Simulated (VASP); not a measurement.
# Zr2Ir with LDA: from relaxation to properties

What structure does Zr2Ir take at this level, and what are its properties? The steps: full relaxation (LDA), second relaxation, single point with fields (LDA), bands along the symmetry lines (LDA), total and projected DOS (LDA), vibrations at Γ (LDA), volume scan with LDA, fit for LDA and independent-particle dielectric function (LDA). The start is a computed cell from the Materials Project.

Calculated with VASP 6.6.1; LDA; plane waves and PAW (Zr_sv, Ir).

Most raw output is cut from this account.

## (1) The structure

Before any relaxation, the start is as follows. Symmetry: I4/mcm, No. 140, tetragonal system. Conventional cell: a = 6.502 Å, b = 6.502 Å, c = 5.794 Å, α = 90.00°, β = 90.00°, γ = 90.00°. Zr has 4 Ir at 2.81 Å nearest. Nearest to Ir lie 8 Zr at 2.81 Å and 2 Ir at 2.90 Å. Farther neighbours are not listed.

Coordinates:

```xyz
6
Lattice="-3.2509 3.2509 2.8968 3.2509 -3.2509 2.8968 3.2509 3.2509 -2.8968" Properties=species:S:1:pos:R:3 pbc="T T T"
Zr    1.1311    4.3820    0.0000
Zr    2.1197   -1.1311    2.8968
Zr    1.1311    2.1197    2.8968
Zr    2.1197    1.1311    0.0000
Ir    0.0000    0.0000    4.3453
Ir    0.0000    0.0000    1.4484
```

## (2) Full relaxation (LDA)

The start need not lie at this functional's minimum. ISIF = 3 frees volume, shape and positions, and EDIFFG sets the threshold on forces and stress at which the search stops. LDA, the lowest rung, knows the local density alone.

INCAR reads:

```
SYSTEM = Zr2Ir
PREC = Accurate
ENCUT = 400
EDIFF = 1E-06
NELM = 100
ISMEAR = 1
SIGMA = 0.2
LREAL = .FALSE.
ALGO = Normal
GGA = CA
NBANDS = 40
LASPH = .TRUE.
LORBIT = 11
LWAVE = .FALSE.
LCHARG = .FALSE.
KPAR = 4
IBRION = 2
NSW = 60
ISIF = 3
EDIFFG = -0.01
```

POSCAR reads:

```
Zr2Ir
1.0
   -3.2508875500      3.2508875500      2.8968374800
    3.2508875500     -3.2508875500      2.8968374800
    3.2508875500      3.2508875500     -2.8968374800
Zr Ir
4 2
Direct
    0.6739740600      0.1739740600      0.8479481200
    0.3260259400      0.8260259400      0.1520518800
    0.8260259400      0.6739740600      0.5000000000
    0.1739740600      0.3260259400      0.5000000000
    0.7500000000      0.7500000000      0.0000000000
    0.2500000000      0.2500000000      0.0000000000
```

KPOINTS reads:

```
Automatic mesh
0
Gamma
5 5 5
0 0 0
```

The projector-augmented-wave data sets are Zr_sv and Ir (LDA family, release 64).

Started as:

```bash
$ mpirun -np 4 vasp_std
```

It took 2.1 min on 4 MPI ranks of AMD EPYC 7R43, shared host; peak memory 0.75 GiB.

The k-mesh is coarse for a metal. The run keeps the 16 symmetry operations of its start, so it cannot find a distortion of lower symmetry.

The steps of the relaxation:

| step | energy less that of the first step (eV) | largest force (eV/Å) | pressure (GPa) | volume (Å³) |
| --- | --- | --- | --- | --- |
| 1 | 0.0000 | 0.0007 | -7.66 | 122.46 |
| 2 | 0.4903 | 1.0296 | 20.56 | 105.97 |
| 3 | -0.1442 | 0.2817 | -0.22 | 116.87 |
| 4 | -0.1443 | 0.2905 | 0.00 | 116.72 |
| 5 | -0.1443 | 0.2968 | 0.17 | 116.60 |
| 6 | -0.1593 | 0.2294 | 0.15 | 116.32 |
| 7 | -0.1738 | 0.0836 | 0.16 | 115.71 |
| 8 | -0.1739 | 0.0685 | 0.16 | 115.64 |
| 9 | -0.1754 | 0.0331 | -0.60 | 115.99 |
| 10 | -0.1759 | 0.0017 | -0.35 | 115.87 |
| 11 | -0.1749 | 0.0042 | 0.67 | 115.16 |
| 12 | -0.1762 | 0.0022 | -0.02 | 115.64 |

| conventional cell, symmetrised | before | after | change |
| --- | --- | --- | --- |
| a (Å) | 6.502 | 6.415 | -1.3 % |
| b (Å) | 6.502 | 6.415 | -1.3 % |
| c (Å) | 5.794 | 5.620 | -3.0 % |
| volume (Å³/atom) | 20.41 | 19.27 | -5.6 % |

The atoms that moved most (Å, as changes of fractional coordinates times the final cell):

| atom | dx | dy | dz | length |
| --- | --- | --- | --- | --- |
| Zr1 | -0.034 | -0.034 | 0.000 | 0.048 |
| Zr2 | 0.034 | 0.034 | 0.000 | 0.048 |
| Zr3 | -0.034 | 0.034 | 0.000 | 0.048 |
| Zr4 | 0.034 | -0.034 | 0.000 | 0.048 |

Final coordinates:

```xyz
6
Lattice="-3.2074 3.2074 2.8102 3.2074 -3.2074 2.8102 3.2074 3.2074 -2.8102" Properties=species:S:1:pos:R:3 pbc="T T T"
Zr    1.0823    4.2897    0.0000
Zr    2.1251   -1.0823    2.8102
Zr    1.0823    2.1251    2.8102
Zr    2.1251    1.0823    0.0000
Ir    0.0000    0.0000    4.2152
Ir    0.0000    0.0000    1.4051
```

Numbers from this step:

- electrons: 66
- bands: 40
- irreducible k-points: 18
- symmetry operations: 16
- free energy (TOTEN): -61.9385 eV
- energy at zero smearing: -61.9379 eV
- Fermi energy: 9.457 eV
- pressure: -0.01749 GPa
- metallic: yes
- SCF cycles over all ionic steps: 103

It ends with a largest force of 0.002 eV/Å and a pressure of -0.02 GPa.

## (3) Second relaxation

The basis stayed that of the start cell while the cell moved. A rerun from the cell reached resets it; the error of the finite cutoff stays.

INCAR is that of step 2.

POSCAR reads:

```
Zr2Ir
1.0
   -3.2074111089      3.2074111089      2.8101501068
    3.2074111089     -3.2074111089      2.8101501068
    3.2074111089      3.2074111089     -2.8101501068
Zr Ir
4 2
Direct
    0.6687159468      0.1687159468      0.8374318935
    0.3312840532      0.8312840532      0.1625681065
    0.8312840532      0.6687159468      0.5000000000
    0.1687159468      0.3312840532      0.5000000000
    0.7500000000      0.7500000000      0.0000000000
    0.2500000000      0.2500000000      0.0000000000
```

KPOINTS is that of step 2.

Started as:

```bash
$ mpirun -np 4 vasp_std
```

Wall time 34 s (4 MPI ranks); peak memory 0.71 GiB; 2.2 min of CPU time.

Little changed from the start: no atom moved by 0.005 Å and no cell edge by 0.1 %.

Numbers from this step:

```
free energy (TOTEN)             : -61.9319 eV
energy at zero smearing         : -61.9313 eV
Fermi energy                    : 9.464 eV
pressure                        : 0.007706 GPa
SCF cycles over all ionic steps : 28
```

It ends with a largest force of 0.006 eV/Å and a pressure of 0.01 GPa. The volume moved by only 0.05 %, so the volume is settled.

## (4) Single point with fields (LDA)

A single point on the relaxed cell gives a clean self-consistent state, with density, ELF and potential written out.

INCAR: that of step 3 with these lines changed.

```diff
@@ -14,7 +14,5 @@
 LWAVE = .FALSE.
-LCHARG = .FALSE.
-KPAR = 4
-IBRION = 2
-NSW = 60
-ISIF = 3
-EDIFFG = -0.01
+LCHARG = .TRUE.
+ISIF = 2
+LELF = .TRUE.
+LVHAR = .TRUE.
```

POSCAR reads:

```
Zr2Ir
1.0
   -3.2069629874      3.2069629874      2.8094636313
    3.2069629874     -3.2069629874      2.8094636313
    3.2069629874      3.2069629874     -2.8094636313
Zr Ir
4 2
Direct
    0.6687102554      0.1687102554      0.8374205108
    0.3312897446      0.8312897446      0.1625794892
    0.8312897446      0.6687102554      0.5000000000
    0.1687102554      0.3312897446      0.5000000000
    0.7500000000      0.7500000000      0.0000000000
    0.2500000000      0.2500000000      0.0000000000
```

KPOINTS is that of step 3.

Started as:

```bash
$ mpirun -np 4 vasp_std
```

Run time: 17 s. Hardware: 4 MPI ranks; peak memory 0.45 GiB.

This step gave:

```yaml
scf_cycles: 14
free_energy_toten: -61.9318 eV
pressure: -0.001237 GPa
```

Valence electrons inside each PAW sphere by angular momentum. Sphere charges, by row:

| atom | s (e) | p (e) | d (e) | tot (e) |
| --- | --- | --- | --- | --- |
| Zr1 | 2.228 | 5.985 | 1.663 | 9.875 |
| Zr2 | 2.228 | 5.985 | 1.663 | 9.875 |
| Zr3 | 2.228 | 5.985 | 1.663 | 9.875 |
| Zr4 | 2.228 | 5.985 | 1.663 | 9.875 |
| Ir5 | 0.831 | 0.622 | 7.152 | 8.605 |
| Ir6 | 0.831 | 0.622 | 7.152 | 8.605 |

Electrostatic potential energy in the ab plane of the conventional cell at fractional z = 0.000, with atoms of Zr within 0.2 Å of it. With pseudopotentials it is smooth inside the atoms' cores, unlike the true potential.

Values in eV, 10 rows by 16 columns, each cell a mean:
```
  0   0   1   0  -1  -1   0  -1  -8 -29 -45 -43 -25  -5   0   0
 -1  -7 -14 -13  -6   0   1  -2 -21 -54 -68 -67 -49 -15  -1   1
-14 -43 -59 -57 -38  -9   0  -1 -10 -33 -49 -48 -29  -6   0  -1
-20 -52 -66 -65 -47 -13  -1   1   0  -3  -6  -6  -2   0   1  -2
 -5 -19 -31 -30 -15  -3   0   0   0   1   1   0  -2  -4  -2  -2
 -3  -1  -1  -1   0   1   1   0   0   0  -2 -15 -37 -46 -38 -16
 -6   0   1  -3 -10 -15 -11  -3   0   0  -5 -35 -62 -68 -62 -37
 -2   0  -3 -25 -51 -60 -52 -27  -3   0  -2 -18 -41 -51 -42 -19
  1   1  -5 -33 -60 -67 -60 -34  -5   0   1  -1  -4  -7  -4  -1
  0   0  -1  -9 -25 -33 -25 -10  -2  -2  -3  -3  -1   1   1   0
```
Columns run along a (6.4 Å; values clipped at the 3rd and 97th percentile), rows up along b (6.4 Å), edges of the conventional cell, whose origin can differ from the input's. Atoms in or near the plane, at fractional coordinates: Zr at (0.17, 0.67), Zr at (0.83, 0.33), Zr at (0.67, 0.83), Zr at (0.33, 0.17).

ELF in the ab plane of the conventional cell at fractional z = 0.000, with atoms of Zr within 0.2 Å of it. It is the smooth field of the valence electrons, not physical close to the nuclei.

Values, 10 rows by 16 columns, each cell a mean:
```
0.42 0.41 0.34 0.22 0.17 0.21 0.28 0.26 0.27 0.49 0.65 0.62 0.37 0.20 0.36 0.43
0.26 0.23 0.27 0.26 0.22 0.26 0.31 0.17 0.36 0.75 0.78 0.79 0.69 0.24 0.22 0.33
0.24 0.61 0.75 0.76 0.60 0.22 0.19 0.18 0.19 0.49 0.67 0.67 0.50 0.22 0.20 0.15
0.35 0.73 0.78 0.79 0.66 0.24 0.26 0.38 0.33 0.26 0.21 0.19 0.20 0.29 0.34 0.20
0.24 0.37 0.50 0.46 0.26 0.23 0.38 0.43 0.43 0.42 0.37 0.21 0.15 0.18 0.24 0.25
0.23 0.29 0.25 0.17 0.18 0.29 0.39 0.42 0.43 0.40 0.26 0.27 0.54 0.66 0.58 0.34
0.17 0.26 0.31 0.23 0.25 0.27 0.24 0.24 0.31 0.29 0.17 0.51 0.79 0.77 0.79 0.56
0.15 0.20 0.17 0.44 0.73 0.76 0.71 0.40 0.13 0.20 0.19 0.36 0.63 0.68 0.59 0.31
0.37 0.33 0.18 0.47 0.78 0.78 0.78 0.55 0.19 0.29 0.34 0.22 0.19 0.21 0.24 0.30
0.43 0.42 0.30 0.20 0.38 0.50 0.44 0.28 0.24 0.25 0.21 0.15 0.17 0.31 0.41 0.43
```
Columns run along a (6.4 Å), rows up along b (6.4 Å), edges of the conventional cell, whose origin can differ from the input's. Atoms in or near the plane, at fractional coordinates: Zr at (0.17, 0.67), Zr at (0.83, 0.33), Zr at (0.67, 0.83), Zr at (0.33, 0.17).

Valence density in the ab plane of the conventional cell at fractional z = 0.000, with atoms of Zr within 0.2 Å of it. It is the smooth field of the valence electrons, not physical close to the nuclei.

Ten even steps from '_' (0.1 e/Å³) to '@' (5.6 e/Å³), each cell a mean:
```
______________________..::..________
____________________::++**==..______
____________________==%%@@**::______
____..::..__________--%%@@**::______
__::**##==..________..--==--________
__==%%@@##::____________..__________
__--##%%**..________________________
__..--==::__________________________
____________________________________
____________________________..::..__
__________________________::++**==..
________________________..==@@@@**::
__________::::..__________==%%@@++..
________--****==..________..====::__
______..==@@@@**::____________..____
________--%%%%++..__________________
________..--==::____________________
____________________________________
```
Columns run along a (6.4 Å), rows up along b (6.4 Å), edges of the conventional cell, whose origin can differ from the input's. Atoms in or near the plane, at fractional coordinates: Zr at (0.17, 0.67), Zr at (0.83, 0.33), Zr at (0.67, 0.83), Zr at (0.33, 0.17).

In this run the pressure is 0.00 GPa, small enough to go on.

## (5) Bands along the symmetry lines (LDA)

The mesh alone shows little of the dispersion and can miss band extrema, so KPOINTS_OPT adds a path through the symmetry points after the self-consistent cycle.

INCAR reads:

```
SYSTEM = Zr2Ir
PREC = Accurate
ENCUT = 400
EDIFF = 1E-06
NELM = 100
ISMEAR = 1
SIGMA = 0.2
LREAL = .FALSE.
ALGO = Normal
GGA = CA
NBANDS = 50
LASPH = .TRUE.
LORBIT = 11
LWAVE = .FALSE.
LCHARG = .FALSE.
KPAR = 4
```

POSCAR is that of step 4.

KPOINTS is that of step 4.

KPOINTS_OPT reads:

```
Line mode
16
Line-mode
Reciprocal
  0.00000000   0.00000000   0.00000000 GAMMA
  0.00000000   0.00000000   0.50000000 X

  0.00000000   0.00000000   0.50000000 X
 -0.50000000   0.50000000   0.50000000 M

 -0.50000000   0.50000000   0.50000000 M
  0.00000000   0.00000000   0.00000000 GAMMA

  0.00000000   0.00000000   0.00000000 GAMMA
  0.44186641   0.44186641  -0.44186641 Z

  0.44186641   0.44186641  -0.44186641 Z
  0.25000000   0.25000000   0.25000000 P

  0.25000000   0.25000000   0.25000000 P
  0.00000000   0.50000000   0.00000000 N

  0.00000000   0.50000000   0.00000000 N
 -0.44186641   0.55813359   0.44186641 Z1

 -0.44186641   0.55813359   0.44186641 Z1
 -0.50000000   0.50000000   0.50000000 M

  0.00000000   0.00000000   0.50000000 X
  0.25000000   0.25000000   0.25000000 P
```

Started as:

```bash
$ mpirun -np 4 vasp_std
```

The job ended after 1.8 min (4 MPI ranks; peak memory 0.88 GiB).

Spin-orbit coupling is off here; with elements this heavy it splits and shifts levels by tenths of an eV or more.

Numbers from this step:

```yaml
scf_cycles: 13
bands: 50
pressure: -0.002419 GPa
```

Electronic bands along the path, in eV, zero at the Fermi level; # counts the bands kept:

| point | #14 | #15 | #16 | #17 | #18 | #19 | #20 | #21 |
| --- | --- | --- | --- | --- | --- | --- | --- | --- |
| Γ | -0.71 | -0.32 | 0.49 | 0.50 | 0.50 | 0.51 | 0.51 | 0.86 |
| 0.47 of the way | -0.68 | -0.33 | -0.03 | 0.04 | 0.13 | 0.36 | 0.63 | 1.01 |
| X | -0.74 | -0.54 | -0.46 | 0.25 | 0.29 | 0.36 | 0.57 | 0.74 |
| 0.53 of the way | -1.06 | -0.56 | -0.56 | -0.36 | -0.02 | 0.42 | 1.06 | 1.30 |
| M | -1.85 | -0.29 | -0.24 | -0.15 | -0.15 | -0.09 | 1.53 | 1.53 |
| 0.53 of the way | -1.09 | -0.71 | -0.39 | 0.25 | 0.28 | 0.39 | 0.55 | 0.68 |
| Γ | -0.71 | -0.32 | 0.49 | 0.50 | 0.50 | 0.51 | 0.51 | 0.86 |
| 0.47 of the way | -1.51 | -1.42 | -0.52 | -0.28 | -0.28 | 1.22 | 1.22 | 1.42 |
| Z | -1.92 | -0.60 | -0.20 | -0.20 | -0.12 | -0.01 | 1.63 | 1.63 |
| 0.53 of the way | -1.36 | -0.85 | -0.60 | -0.25 | 0.06 | 0.86 | 1.15 | 1.20 |
| P | -2.26 | -0.11 | -0.11 | 0.03 | 0.03 | 0.41 | 0.41 | 1.32 |
| 0.53 of the way | -1.82 | -0.42 | -0.42 | 0.09 | 0.09 | 0.71 | 0.71 | 1.39 |
| N | -1.64 | -0.28 | -0.28 | -0.09 | -0.09 | 0.73 | 0.73 | 1.46 |
| 0.53 of the way | -1.75 | -0.85 | -0.83 | -0.27 | 0.31 | 0.39 | 1.17 | 1.72 |
| Z1 | -1.92 | -0.60 | -0.20 | -0.20 | -0.12 | -0.01 | 1.63 | 1.63 |
| 0.47 of the way | -1.87 | -0.42 | -0.17 | -0.17 | -0.13 | -0.10 | 1.58 | 1.58 |
| M | -1.85 | -0.29 | -0.24 | -0.15 | -0.15 | -0.09 | 1.53 | 1.53 |
| jump to X | -0.74 | -0.54 | -0.46 | 0.25 | 0.29 | 0.36 | 0.57 | 0.74 |
| 0.53 of the way | -1.43 | -0.44 | -0.38 | 0.17 | 0.31 | 0.37 | 0.51 | 0.94 |
| P | -2.26 | -0.11 | -0.11 | 0.03 | 0.03 | 0.41 | 0.41 | 1.32 |

Of the projections kept (Zr, Ir), the largest for each band there; the rest of the weight can lie on other orbitals:

| point | #14 | #15 | #16 | #17 | #18 | #19 | #20 | #21 |
| --- | --- | --- | --- | --- | --- | --- | --- | --- |
| Γ | Zr 0.90 | Ir 0.52 | Zr 0.83 | Zr 0.67 | Zr 0.67 | Zr 0.60 | Zr 0.60 | Ir 0.57 |
| X | Zr 0.54 | Zr 0.76 | Ir 0.59 | Zr 0.84 | Zr 0.56 | Zr 0.57 | Zr 0.89 | Zr 0.72 |
| M | Ir 0.72 | Zr 0.78 | Zr 0.98 | Ir 0.59 | Ir 0.59 | Zr 0.92 | Zr 0.82 | Zr 0.82 |
| Γ | Zr 0.90 | Ir 0.52 | Zr 0.83 | Zr 0.67 | Zr 0.67 | Zr 0.60 | Zr 0.60 | Ir 0.57 |
| Z | Ir 0.75 | Zr 0.75 | Zr 0.50 | Zr 0.50 | Zr 0.85 | Zr 0.95 | Zr 0.82 | Zr 0.82 |
| P | Zr 0.72 | Zr 0.89 | Zr 0.89 | Zr 0.75 | Zr 0.75 | Zr 0.70 | Zr 0.70 | Zr 0.66 |

There is no gap at this level.

## (6) Total and projected DOS (LDA)

Here the states are counted by energy and projected on the atoms. The mesh is finer than in the run before.

INCAR: that of step 5 with these lines changed.

```diff
@@ -5,3 +5,3 @@
 NELM = 100
-ISMEAR = 1
+ISMEAR = -5
 SIGMA = 0.2
@@ -16 +16,2 @@
 KPAR = 4
+NEDOS = 2001
```

POSCAR is that of step 5.

KPOINTS reads:

```
Automatic mesh
0
Gamma
8 8 8
0 0 0
```

Started as:

```bash
$ mpirun -np 4 vasp_std
```

Elapsed: 53 s, on 4 MPI ranks; peak memory 1.1 GiB.

With tetrahedra the forces and stress of a metal are not exact derivatives of the energy.

This step gave:

| Item | Value |
| --- | --- |
| irreducible k-points | 59 |
| free energy (TOTEN) | -61.9198 eV |
| Fermi energy | 9.495 eV |
| pressure | -0.03868 GPa |
| DOS at the Fermi level | 7.688 states/eV/cell |

The density of states has structure finer than the step of the table below, so its rows give means over 0.5 eV, whole bins alone (the curve runs from -12.0 to 1.53 eV). Peaks (eV: height): total -3.80: 13.9, -3.25: 13.7, -0.49: 9.27, 0.06: 9.20; Ir d -3.80: 7.90, -3.25: 8.74, -2.79: 4.16, -1.87: 3.60; Zr d -0.49: 3.98, 0.06: 4.13, 0.61: 3.77, 1.44: 4.31; Ir p -0.49: 0.760, 0.06: 0.573, 0.61: 0.579, 0.89: 0.735; Ir s -6.37: 0.460, -4.81: 0.692, -3.98: 0.359, -3.62: 0.337.

States under -12.0 eV and over 1.5 eV are left out. Density of states against energy, zero at the Fermi level; means over each step; values in states/eV/cell:

| energy (eV) | total | Ir d | Zr d | Ir p | Ir s | Zr p | Zr s |
| --- | --- | --- | --- | --- | --- | --- | --- |
| -8.0 | 0 | 0 | 0 | 0 | 0 | 0 | 0 |
| -7.5 | 0.0514 | 0.00401 | 0.00159 | 2.1e-4 | 0.0208 | 3.8e-4 | 0.00692 |
| -7.0 | 0.400 | 0.0409 | 0.0149 | 0.00409 | 0.160 | 0.00575 | 0.0468 |
| -6.5 | 0.918 | 0.152 | 0.0455 | 0.0139 | 0.357 | 0.0215 | 0.0757 |
| -6.0 | 1.17 | 0.231 | 0.0681 | 0.0286 | 0.432 | 0.0332 | 0.0770 |
| -5.5 | 1.11 | 0.162 | 0.0847 | 0.0457 | 0.383 | 0.0312 | 0.0837 |
| -5.0 | 2.89 | 1.21 | 0.327 | 0.0588 | 0.330 | 0.0363 | 0.192 |
| -4.5 | 7.25 | 3.66 | 0.971 | 0.0940 | 0.504 | 0.0807 | 0.318 |
| -4.0 | 8.31 | 4.52 | 1.12 | 0.138 | 0.287 | 0.123 | 0.290 |
| -3.5 | 10.3 | 6.17 | 1.30 | 0.137 | 0.222 | 0.216 | 0.153 |
| -3.0 | 6.91 | 4.34 | 0.763 | 0.168 | 0.147 | 0.142 | 0.0925 |
| -2.5 | 4.13 | 2.33 | 0.478 | 0.186 | 0.113 | 0.0913 | 0.0995 |
| -2.0 | 5.82 | 2.74 | 1.08 | 0.237 | 0.106 | 0.110 | 0.152 |
| -1.5 | 4.31 | 1.30 | 1.09 | 0.229 | 0.0792 | 0.116 | 0.135 |
| -1.0 | 3.28 | 0.380 | 1.23 | 0.265 | 0.0353 | 0.0965 | 0.0777 |
| -0.5 | 7.57 | 0.811 | 3.24 | 0.601 | 0.0478 | 0.199 | 0.0839 |
| 0.0 | 7.07 | 0.856 | 3.12 | 0.456 | 0.0306 | 0.209 | 0.0530 |
| 0.5 | 5.42 | 0.584 | 2.46 | 0.377 | 0.0126 | 0.195 | 0.0372 |
| 1.0 | 5.31 | 0.570 | 2.47 | 0.451 | 0.0158 | 0.186 | 0.0329 |

The finer mesh and the other smearing move the Fermi level by +0.03 eV from the 5×5×5 run, a small shift, which tests the Fermi level alone. Of the states within 0.3 eV of the Fermi level, the largest shares in the PAW spheres are Zr d 44 %, Ir d 12 % and Ir p 6 %. The rest lies in smaller channels or between the spheres.

## (7) Vibrations at Γ (LDA)

Zone-centre modes test whether the atoms sit at a minimum within this cell. IBRION = 8 takes the force constants from linear response, which needs tightly converged orbitals.

INCAR reads:

```
SYSTEM = Zr2Ir
PREC = Accurate
ENCUT = 400
EDIFF = 1E-08
NELM = 100
ISMEAR = 1
SIGMA = 0.2
LREAL = .FALSE.
ALGO = Normal
GGA = CA
NBANDS = 40
LASPH = .TRUE.
LORBIT = 11
LWAVE = .FALSE.
LCHARG = .FALSE.
KPAR = 4
IBRION = 8
ISIF = 2
```

POSCAR is that of step 6.

KPOINTS reads:

```
Automatic mesh
0
Gamma
7 7 7
0 0 0
```

Started as:

```bash
$ mpirun -np 4 vasp_std
```

It took 13 min on 4 MPI ranks; peak memory 2.6 GiB; 52 min of CPU time.

Energies printed during the response cycles are not total energies of the cell.

This step gave:

| Quantity | Value |
| --- | --- |
| bands | 40 |
| irreducible k-points | 40 |
| pressure of the cell | 8.84e-4 GPa |
| largest force of the cell | 0.04280 eV/Å |
| Fermi energy | 9.478 eV |

Modes at Γ, with each element's share of the kinetic energy:

| mode | frequency (cm⁻¹) | symmetry | Zr % | Ir % |
| --- | --- | --- | --- | --- |
| 1 | -0.2 | acoustic | 48 | 52 |
| 2 | -0.2 | acoustic | 48 | 52 |
| 3 | -0.1 | acoustic | 49 | 51 |
| 4 | 77.5 | Eg | 6 | 94 |
| 5 | 77.5 | Eg | 6 | 94 |
| 6 | 91.9 | Eu | 70 | 30 |
| 7 | 91.9 | Eu | 70 | 30 |
| 8 | 107.4 | A2u | 51 | 49 |
| 9 | 135.3 | Bu | 100 | 0 |
| 10 | 135.7 | Bg | 100 | 0 |
| 11 | 137.2 | A2g | 47 | 53 |
| 12 | 138.6 | Bg | 100 | 0 |
| 13 | 151.3 | A1g | 100 | 0 |
| 14 | 179.1 | Eg | 94 | 6 |
| 15 | 179.1 | Eg | 94 | 6 |
| 16 | 180.8 | Eu | 82 | 18 |
| 17 | 180.8 | Eu | 82 | 18 |
| 18 | 216.9 | A2g | 53 | 47 |

Displacements in mode 4 (77.5 cm⁻¹), the largest set to 1:
```
Zr1  0.00  0.00  0.35
Zr2  0.00  0.00 -0.35
Zr3  0.00  0.00 -0.18
Zr4  0.00  0.00  0.18
Ir5  1.00 -0.32  0.00
Ir6 -1.00  0.32  0.00
```

Displacements in mode 18 (216.9 cm⁻¹), the largest set to 1:
```
Zr1 -0.77  0.77  0.00
Zr2  0.77 -0.77  0.00
Zr3  0.77  0.77  0.00
Zr4 -0.77 -0.77  0.00
Ir5  0.00  0.00  1.00
Ir6  0.00  0.00 -1.00
```

The three acoustic modes lie within 0.2 cm⁻¹ of zero, and all others are real. By the characters of their eigenvectors the optical modes sort into (cm⁻¹) Raman active: Eg 77, Bg 136, Bg 139, A1g 151, Eg 179; infrared active: Eu 92, A2u 107, Eu 181; silent: Bu 135, A2g 137, A2g 217. B labels carry no number here, since it depends on the setting of the axes. With a centre of inversion no mode is active in both.

(Continued in part 2 of 2.)

[Lines on the potential files, build, host, timing and source positions are cut from VASP's logs without a mark.]

[Logs are printed without paths, hosts, clocks, repeated set-up lines and the standing remarks that a program may print on its own settings, such as how far it seeks lower states.]

[Hosts, paths, dates, database ids (printed as entryN), source tags and the programs' standing remarks are cut or masked in the printed files.]

[A measured line is paired with the nearest computed mode of its activity, which favours agreement.]
